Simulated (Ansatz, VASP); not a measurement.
## Fe in two plane-wave programs

One calculation is typed for both programs; each brings its own data sets and cutoff. How far apart do they land?

Method: plane waves, with VASP 6.6.1 beside it; relaxation of cell and atoms at PBEsol, in Ansatz 0.2.0.

### 1. Set-up

Symmetry: Im-3m, No. 229, cubic system. The conventional cell has a = 2.784 Å, b = 2.784 Å, c = 2.784 Å, α = 90.00°, β = 90.00°, γ = 90.00°. Fe has 8 Fe at 2.41 Å nearest.

### 2. Ansatz: relaxation of cell and atoms, PBEsol

Ansatz runs on its default PAW (the set named soft_2) files.

The relaxed volume is the usual yardstick between codes: its relative difference is about their pressure difference at one cell divided by the bulk modulus.

The input, input.yaml:

```yaml
crystal:
  lattice:
    - [-1.3919699782, 1.3919699782, 1.3919699782]
    - [1.3919699782, -1.3919699782, 1.3919699782]
    - [1.3919699782, 1.3919699782, -1.3919699782]
  atoms:
    - { symbol: Fe, position: [0.0, 0.0, 0.0], spin: 3.0 }
hamiltonian:
  xc: pbesol
  pseudopotentials: { kind: paw }
magnetization:
  spin_polarized: true
kpoints:
  mp_grid: { grid: [16, 16, 16] }
scf:
  occupations: { method: methfessel_paxton, width: 0.15 }
relax:
  f_tol: 0.01
  max_steps: 60
  cell: { stress_tol: 0.05 }
output:
  forces: true
  stress: true
```

Launch:

```console
> ansatz run input.yaml --threads 4 --pin off --max-ram 9216MiB --backend cpu --events-out ev --progress --plain --runs-dir out
```

Numbers of over 12 decimals in the logs are rounded to 6 here.

The program printed:

```text
Engine: ansatz 0.2.0, aarch64-unknown-linux-gnu
Pseudopotentials: kind: paw
Pseudopotential: Fe, paw, valence charge 16, recommended cutoff 420 eV (normal), Fe.paw.azcp
Functional definition: PBEsol
  exchange = pbesol_x
  correlation = pbesol_c
Crystal: 1 atoms, lattice volume = 10.788 Å³
Basis set: ecut = 420 eV, 201 PW (Γ), exchange–correlation on 36×36×36 points (8 copies of the dense FFT grid, shifted against one another)
Bands: 14, of which v1, the nominal top of the filled ones, is band 8 counted from 1 (7 counted from 0)
Symmetry: 48 space group operations
Space group: Im-3m (ITA 229), of the structure as read, at distance tolerance 2.2e-5 Å
Magnetic group: BNS 229.140 (UNI 1642), of the structure as read, at distance tolerance 2.2e-5 Å
k-points: 145 of 4096
Non-local potential: Fe, projectors of the file, l = 0: 3, l = 1: 2, l = 2: 3, l = 3: 1
PAW form: soft (Blöchl's): semilocal exchange-correlation on the pseudo side does not see the compensation charge
PAW frozen core: Fe, regenerated for the run's functional, and the local potential with it (the file was generated under x = pbe(κ = 0.804, μ = 0.219515), c = pbe(β = 0.066725))
PAW one-centre angular grid: Fe, 590 points (default); XC on 64 Gauss nodes
Initial density: superposition of atomic densities (chi_scale 0.1, normalization cell)
Starting moments: Σ|m| = 3 μB on 1 of 1 site
Initial wavefunctions: pseudopotential atomic-orbital guess
Functional: x = pbesol(κ = 0.804, μ = 0.123457), c = pbesol(β = 0.046)
SCF iter   1: F=—  HF=-4448.774452 eV  |F-HF|=—  |Δ(HF+E_count)|=         —  Δρ=1.07e-1 (↑1.07e-1 ↓7.05e-2)  dr2=1.93e0  dr2_m=1.42e-1  M=2.414 μB ∫|m|=2.457 μB  β_m=0.30  ethr=3.10e-3  ⟨swp⟩=4.8  Hψ=19571  notcnv=0
Mixer restart at iter 1: flushing history
preconditioner: auto → none  [metal: Δε(μ)=0.026 eV  Ē_g=15.245 eV  σ=0.150 eV  W_gap=0.10  n_scr=0 (ndim 8)  ℏωp=32.0 eV  f_vac=0.000  D(μ)=0.88/eV (n_scr^D=12)]
SCF iter   2: F=—  HF=-4448.060779 eV  |F-HF|=—  |Δ(HF+E_count)|=   7.14e-1  Δρ=2.38e-2 (↑2.38e-2 ↓2.21e-2)  dr2=2.70e-2  dr2_m=3.55e-2  M=2.475 μB ∫|m|=2.542 μB  β_m=0.29  ethr=3.10e-3  ⟨swp⟩=3.4  Hψ=10287  notcnv=0  defer=346
SCF iter   3: F=—  HF=-4448.454758 eV  |F-HF|=—  |Δ(HF+E_count)|=         —  Δρ=4.91e-2 (↑4.91e-2 ↓4.80e-2)  dr2=3.58e-3  dr2_m=2.31e-1  M=2.152 μB ∫|m|=2.208 μB  β_m=0.29  ethr=1.69e-4  ⟨swp⟩=2.2  Hψ=7926  notcnv=0  defer=347
Mixer restart at iter 3: flushing history
SCF iter   4: F=—  HF=-4448.591853 eV  |F-HF|=—  |Δ(HF+E_count)|=   1.37e-1  Δρ=3.81e-2 (↑3.17e-2 ↓3.81e-2)  dr2=3.73e-3  dr2_m=1.19e-1  M=2.139 μB ∫|m|=2.203 μB  β_m=0.64  ethr=2.24e-5  ⟨swp⟩=2.5  Hψ=6259  notcnv=0  defer=347
SCF iter   5: F=—  HF=-4448.870104 eV  |F-HF|=—  |Δ(HF+E_count)|=   2.78e-1  Δρ=2.73e-2 (↑2.73e-2 ↓6.44e-3)  dr2=5.06e-2  dr2_m=1.74e-2  M=2.041 μB ∫|m|=2.121 μB  β_m=0.52  ethr=2.24e-5  ⟨swp⟩=3.1  Hψ=8807  notcnv=0  defer=335
SCF iter   6: F=—  HF=-4448.852007 eV  |F-HF|=—  |Δ(HF+E_count)|=   1.81e-2  Δρ=4.76e-3 (↑4.76e-3 ↓2.77e-3)  dr2=4.80e-3  dr2_m=1.52e-4  M=2.081 μB ∫|m|=2.163 μB  β_m=0.62  ethr=2.24e-5  ⟨swp⟩=2.0  Hψ=9605  notcnv=0  defer=349
SCF iter   7: F=—  HF=-4448.851633 eV  |F-HF|=—  |Δ(HF+E_count)|=   3.74e-4  Δρ=7.72e-4 (↑4.49e-4 ↓7.72e-4)  dr2=1.23e-4  dr2_m=4.92e-6  M=2.074 μB ∫|m|=2.156 μB  β_m=0.81  ethr=2.24e-5  ⟨swp⟩=1.2  Hψ=4479  notcnv=0  defer=342
SCF iter   8: F=—  HF=-4448.851666 eV  |F-HF|=—  |Δ(HF+E_count)|=   3.32e-5  Δρ=2.47e-4 (↑2.47e-4 ↓4.53e-5)  dr2=5.06e-6  dr2_m=1.12e-6  M=2.072 μB ∫|m|=2.154 μB  β_m=0.91  ethr=7.66e-7  ⟨swp⟩=2.2  Hψ=5341  notcnv=0  defer=341
SCF iter   9: F=—  HF=-4448.845761 eV  |F-HF|=—  |Δ(HF+E_count)|=         —  Δρ=2.60e-4 (↑2.60e-4 ↓1.15e-4)  dr2=5.33e-7  dr2_m=3.03e-6  M=2.072 μB ∫|m|=2.153 μB  β_m=0.91  ethr=3.17e-8  ⟨swp⟩=2.2  Hψ=5159  notcnv=0  defer=341
Mixer restart at iter 9: flushing history
iteration 9: the input's own smearing fills from here on; a Gaussian of 0.15 eV has filled iterations ahead of it
SCF iter  10: F=—  HF=-4448.845764 eV  |F-HF|=—  |Δ(HF+E_count)|=   2.77e-6  S|Δr|=    0.00e0  Δρ=1.27e-4 (↑1.27e-4 ↓9.45e-5)  dr2=9.50e-8  dr2_m=1.20e-6  M=2.072 μB ∫|m|=2.153 μB  β_m=0.95  ethr=6.25e-10  ⟨swp⟩=2.7  Hψ=13783  notcnv=0
SCF iter  11: F=—  HF=-4448.845765 eV  |F-HF|=—  |Δ(HF+E_count)|=   8.48e-7  S|Δr|=    0.00e0  Δρ=8.74e-5 (↑4.44e-5 ↓8.74e-5)  dr2=1.14e-6  dr2_m=6.15e-8  M=2.071 μB ∫|m|=2.152 μB  β_m=0.91  ethr=5.94e-10  ⟨swp⟩=4.1  Hψ=12165  notcnv=0
SCF iter  12: F=—  HF=-4448.845765 eV  |F-HF|=—  |Δ(HF+E_count)|=   5.33e-7  S|Δr|=    0.00e0  Δρ=1.65e-4 (↑1.65e-4 ↓5.44e-5)  dr2=3.06e-6  dr2_m=3.51e-7  M=2.071 μB ∫|m|=2.152 μB  β_m=0.68  ethr=5.94e-10  ⟨swp⟩=2.5  Hψ=6443  notcnv=0  defer=341  recentre
SCF iter  13: F=-4448.845765 eV  HF=-4448.845765 eV  |F-HF|=2.58e-9  |Δ(HF+E_count)|=   7.25e-7  S|Δr|=    0.00e0  Δρ=7.37e-6 (↑3.27e-6 ↓7.37e-6)  dr2=5.13e-9  dr2_m=9.30e-10  M=2.071 μB ∫|m|=2.152 μB  ethr=5.94e-10  ⟨swp⟩=2.7  Hψ=14169  notcnv=0
SCF 1 converged in 13 iterations: F = -4448.845765 eV  dr2 = 5.13e-9
  greatest PAW one-centre occupation: 1.002 electrons in one spin orbital (limit 2), on the Fe atom at site 0 (counted from 0), in its partial waves of l = 1
relax step   1: F+E_penalty+E_count = -4448.84576466 eV  Δ(F+E_penalty+E_count) = +0.000e0 eV  max|allowed force component| = 0.000e0 eV/Å  Δτ_max = 0.0000 Å  P = +0.313 GPa  Ω = 10.788 Å³  (13 SCF iters, dr2 threshold 1.00e-7 eV, accepted)
[...]
relax step   2: F+E_penalty+E_count = -4448.84577055 eV  Δ(F+E_penalty+E_count) = -5.895e-6 eV  max|allowed force component| = 0.000e0 eV/Å  Δτ_max = 0.0000 Å  P = +0.139 GPa  Ω = 10.796 Å³  energy of the carried Pulay correction = -5.690e-6 eV  (5 SCF iters, dr2 threshold 1.00e-7 eV, accepted)
[...]
relax step   3: F+E_penalty+E_count = -4448.84576886 eV  Δ(F+E_penalty+E_count) = +1.692e-6 eV  max|allowed force component| = 0.000e0 eV/Å  Δτ_max = 0.0000 Å  P = +0.001 GPa  Ω = 10.803 Å³  energy of the carried Pulay correction = -1.020e-5 eV  (5 SCF iters, dr2 threshold 4.80e-8 eV, accepted)
[...]
relax step   4: F+E_penalty+E_count = -4448.84577552 eV  Δ(F+E_penalty+E_count) = -6.655e-6 eV  max|allowed force component| = 0.000e0 eV/Å  Δτ_max = 0.0000 Å  P = +0.002 GPa  Ω = 10.803 Å³  stress off target by 1.86e-3 GPa  SCF on the basis re-selected at this cell (its energy is not comparable with the rows above)  (5 SCF iters)
basis re-selected at this cell: Δ(F+E_penalty+E_count) = -6.655e-6 eV, ΔP = +0.001 GPa vs the last step (what re-selecting the basis moved, of the pressure what is left beyond the Pulay correction that the steps carried, after the strain that the cell walked since its last selection, with what the two solves' SCF thresholds leave and, on support functions, any second-order correction that the steps lacked; it is no measure of the basis error at this ecutwfc). This SCF's stress stands 1.86e-3 GPa from its target on what of the cell is left free (relax.cell.stress_tol is 5.00e-2 GPa) and its largest allowed force component is 0.00e0 eV/Å (relax.f_tol is 1.00e-2 eV/Å): [rest of the remark cut]
SCF converged after 5 iterations
Stability not checked: this state was not tested for a lower state beside it, because cold or Methfessel-Paxton smearing, or corrected tetrahedra, fill the levels in a way that the test cannot read (fill_not_monotonic; see scf.lower_state_search)
Magnetization: 2.0731 μB (9.0366 up, 6.9634 down)
Absolute magnetization: 2.1544 μB (∫|ρ↑−ρ↓|, with the PAW one-centre terms)
Spin contamination: 0.0272 ħ² per cell (⟨S²⟩ above its minimum at these occupations)
Per-site moments (μB) at R_I (Å): [(2.097965, 0.994975)]
Free energy (F): -4448.845776 eV
Harris-Foulkes:  -4448.845776 eV  (|F-HF|=2.73e-12)
Internal energy: -4448.845036 eV  (E = F + TS)
E sigma→0 (E₀):  -4448.845591 eV
Entropy (-TS):   -0.000740 eV (-0.740 meV/atom)
Fermi energy:    19.600437 eV
--- Per-component energies (eV) ---
  E_band       = -195.703934
  E_kinetic    = 352.318169
  E_local      = -2001.439665  (includes V_loc(G=0)·N_el)
  E_nonlocal   = 218.895314
  E_hartree    = 841.760577
  E_xc         = -117.765254
  E_vxc        = -152.293377  (∫ρ·V_xc dr)
  E_paw        = -1334.475524  (= ΣΔE_a)
  E_vpaw       = -296.706410  (= ΣTr[D̂ρ^β])
  E_aug_tail   = 0.000774  (compensation charges beyond the density's cutoff)
  E_ewald      = -2408.318629
  E_core_change = 0.179202  (= ΣΔE_core)
  E_smearing   = -0.000740  (= −TS)
  E_closure    = -0.000000  (closes the sum)
  Σ components = -4448.845776   (vs F -4448.845776, Δ=0.00e0)
--- Forces (eV/Å), atoms counted from 1 ---
  atom   1  Fe    -0.00000000    -0.00000000     0.00000000
  max |Σ_I F_I| component: 3.70e-31 eV/Å
--- Stress (GPa, compression-positive) ---
        0.001859      -0.000000       0.000000
       -0.000000       0.001859      -0.000000
        0.000000       0.000000       0.001859
  P = ⅓ Tr σ = 0.0019 GPa (0.019 kbar)
--- Relaxed structure (3 steps of the walk, 3 accepted, 1 SCFs on fresh bases) ---
  F+E_penalty+E_count = -4448.84577552 eV   max|allowed force component| = 0.000e0 eV/Å   (the final SCF, on the basis selected at the relaxed cell)
  cell:  # Å, volume = 10.8030 Å³
    - [-1.392604, 1.392604, 1.392604]
    - [1.392604, -1.392604, 1.392604]
    - [1.392604, 1.392604, -1.392604]
  atoms:
    - { symbol: Fe, position: [0.0, 0.0, 0.0] }
```

Run time: 3.2 s. Hardware: 4 threads of Arm Neoverse V2, shared host; peak memory 0.31 GiB; 11 s of CPU time.

### 3. VASP: relaxation of cell and atoms, PBEsol

The same cell, functional, mesh and smearing now go to VASP, with its own data sets and cutoff.

Lines of VASP's logs that name or quote its potential files are left out, and so is its time.

The input, INCAR:

```
SYSTEM = Fe
PREC = Accurate
ENCUT = 350
EDIFF = 1E-06
NELM = 120
ISMEAR = 1
SIGMA = 0.15
LREAL = .FALSE.
ALGO = Normal
GGA = PS
NBANDS = 12
ISPIN = 2
MAGMOM = 3
LMAXMIX = 4
LORBIT = 11
LWAVE = .FALSE.
LCHARG = .FALSE.
KPAR = 8
IBRION = 2
NSW = 30
ISIF = 3
EDIFFG = -0.02
POTIM = 0.4
```

The input, POSCAR:

```
Fe
1.0
   -1.3919699782      1.3919699782      1.3919699782
    1.3919699782     -1.3919699782      1.3919699782
    1.3919699782      1.3919699782     -1.3919699782
Fe
1
Direct
    0.0000000000      0.0000000000      0.0000000000
```

The input, KPOINTS:

```
Automatic mesh
0
Gamma
16 16 16
0 0 0
```

The projector-augmented-wave data sets are Fe (PBE family, release 64).

Launch:

```console
> mpirun -np 8 vasp_std
```

The program printed:

```text
[banner, memory and clock lines left out]
running    8 mpi-ranks, on    1 nodes
 distrk:  each k-point on    1 cores,    8 groups
 distr:  one band on    1 cores,    1 groups

 POSCAR found type information on POSCAR Fe
 POSCAR found :  1 types and       1 ions
|                                                                             |
|           W    W    AA    RRRRR   N    N  II  N    N   GGGG   !!!           |
|           W    W   A  A   R    R  NN   N  II  NN   N  G    G  !!!           |
|           W    W  A    A  R    R  N N  N  II  N N  N  G       !!!           |
|           W WW W  AAAAAA  RRRRR   N  N N  II  N  N N  G  GGG   !            |
|           WW  WW  A    A  R   R   N   NN  II  N   NN  G    G                |
|           W    W  A    A  R    R  N    N  II  N    N   GGGG   !!!           |
|                                                                             |
|     For optimal performance we recommend to set                             |
|       NCORE = 2 up to number-of-cores-per-socket                            |
|     NCORE specifies how many cores store one orbital (NPAR=cpu/NCORE).      |
|     This setting can greatly improve the performance of VASP for DFT.       |
|     The default, NCORE=1 might be grossly inefficient on modern             |
|     multi-core architectures or massively parallel machines. Do your        |
|     Unfortunately you need to use the default for GW and RPA                |
|     calculations (for HF NCORE is supported but not extensively tested      |
|     yet).                                                                   |
|                                                                             |

|                                                                             |
|               ----> ADVICE to this user running VASP <----                  |
|                                                                             |
|     You enforced a specific xc type in the INCAR file but a different       |
|     [... a line on the potential file left out ...]
|     I HOPE YOU KNOW WHAT YOU ARE DOING!                                     |
|                                                                             |

 LDA part: xc-table for (Slater+PW92), standard interpolation
 POSCAR, INCAR and KPOINTS ok, starting setup
 FFT: planning ... GRIDC
 FFT: planning ... GRID_SOFT
 FFT: planning ... GRID
 WAVECAR not read
 entering main loop
       N       E                     dE             d eps       ncg     rms          rms(c)
DAV:   1     0.137563420327E+02    0.13756E+02   -0.31154E+03  7772   0.615E+02
DAV:   2    -0.949754066122E+01   -0.23254E+02   -0.21543E+02  7280   0.112E+02
DAV:   3    -0.994855764228E+01   -0.45102E+00   -0.44945E+00  8068   0.178E+01
DAV:   4    -0.994997657731E+01   -0.14189E-02   -0.14188E-02  7776   0.905E-01
DAV:   5    -0.994998495051E+01   -0.83732E-05   -0.83723E-05  8028   0.705E-02    0.128E+01
DAV:   6    -0.898243082812E+01    0.96755E+00   -0.10285E+01  7812   0.424E+01    0.487E+00
DAV:   7    -0.893604552709E+01    0.46385E-01   -0.45773E-01  8104   0.880E+00    0.309E+00
DAV:   8    -0.892630865290E+01    0.97369E-02   -0.52418E-03  8340   0.457E-01    0.136E+00
DAV:   9    -0.891801295859E+01    0.82957E-02   -0.55333E-03  9220   0.398E-01    0.258E-01
DAV:  10    -0.891795217171E+01    0.60787E-04   -0.45321E-04  7840   0.258E-01    0.794E-02
DAV:  11    -0.891795677495E+01   -0.46032E-05   -0.80674E-05  7896   0.944E-02    0.296E-02
DAV:  12    -0.891795668635E+01    0.88594E-07   -0.20817E-06  7544   0.175E-02
   1 F= -.89179567E+01 E0= -.89177927E+01  d E =-.891796E+01  mag=     2.1017
 curvature:   0.00 expect dE= 0.000E+00 dE for cont linesearch  0.000E+00
 trial: gam= 0.00000 g(F)=  0.704E-64 g(S)=  0.308E-06 ort = 0.000E+00 (trialstep = 0.100E+01)
 search vector abs. value=  0.308E-06
 reached required accuracy - stopping structural energy minimisation
```

[end of part 1 of 2]

[Lines on the potential files, build, host, timing and source positions are cut from VASP's logs without a mark.]

[Logs are printed without paths, hosts, clocks, repeated set-up lines and the standing remarks that a program may print on its own settings, such as how far it seeks lower states.]

[Hosts, paths, dates, database ids (printed as entryN), source tags and the programs' standing remarks are cut or masked in the printed files.]
